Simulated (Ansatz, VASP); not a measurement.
Two plane-wave programs on WAu

INCAR

```
PREC     = Accurate       # precision mode
ENCUT    = 600            # plane-wave cutoff, eV
EDIFF    = 1E-6           # SCF threshold, eV
ISMEAR   = -1             # smearing method
SIGMA    = 0.05           # smearing width, eV
LREAL    = False          # projectors in reciprocal space
LASPH    = True           # aspherical terms in the spheres
NELM     = 80             # most SCF steps
ALGO     = Normal         # electronic algorithm
ISIF     = 3              # what is computed and relaxed
LWAVE    = False          # write WAVECAR
LCHARG   = False          # write CHGCAR
GGA      = PE             # functional
IBRION   = 2              # ionic algorithm
NSW      = 40             # ionic steps
EDIFFG   = -0.01          # ionic threshold
```

KPOINTS

```
Automatic mesh
0
Gamma
  8 8 8
```

POSCAR

```
WAu
1.0
    0.0000000000      2.7479792600      2.7479792600
    2.7479792600      0.0000000000      2.7479792600
    2.7479792600      2.7479792600      0.0000000000
W Au
1 1
Direct
    0.0000000000      0.0000000000      0.0000000000
    0.7500000000      0.7500000000      0.7500000000
```

The input input.yaml:

```yaml
crystal:
  lattice:
    - [0.0, 2.74797926, 2.74797926]
    - [2.74797926, 0.0, 2.74797926]
    - [2.74797926, 2.74797926, 0.0]
  atoms:
    - { symbol: W, position: [0.0, 0.0, 0.0] }
    - { symbol: Au, position: [0.75, 0.75, 0.75] }
hamiltonian:
  xc: pbe
  pseudopotentials: { kind: paw }
kpoints:
  mp_grid: { grid: [8, 8, 8] }
scf:
  occupations: { method: fermi_dirac, width: 0.05 }
output:
  forces: true
  stress: true
  eigenvalues: true
relax:
  f_tol: 0.01
  max_steps: 40
  cell: { stress_tol: 0.05 }
```

The cell was built by a generator and needn't be a form met in nature.

Alike in both runs: task relaxation of cell and atoms; functional PBE; k mesh 8 × 8 × 8; occupations fermi-dirac, width 0.05 eV; no spin polarisation.

|  | VASP | Ansatz |
| --- | --- | --- |
| version | VASP 6.6.1 | Ansatz 0.2.0 |
| potentials or method | VASP PAW PBE potentials, release 54 (W, Au) | Ansatz PAW |
| plane-wave cutoff (eV) | 600 | 420 |
| valence electrons in the cell | 17 | 33 |

Ansatz gave:

| Quantity | Value |
| --- | --- |
| gap on the k mesh at the Fermi level, each at its own relaxed structure (eV) | none |
| relaxed volume (Å³/atom) | 24.63 |
| relaxed cell length with the largest relative difference (Å) | 4.114 |
| energy change over the relaxation (meV/atom) | -335 |

Question: What did VASP give for the same quantities?

Answer: gap on the k mesh at the Fermi level, each at its own relaxed structure (eV): none; relaxed volume (Å³/atom): 24.37; relaxed cell length with the largest relative difference (Å): 4.100; energy change over the relaxation (meV/atom): -292.

A gap of «none» marks a metal or a gap that the smearing closes. The two sets of potentials don't hold the same shells in valence.

Caveats: the volume moved by over 15 % at a fixed basis, so the end points are rough; the plane-wave basis is chosen anew once the cell has moved, so the energies of steps on either side of that aren't comparable (Ansatz). The runs have no spin-orbit coupling, so splittings on Au, W are missing.
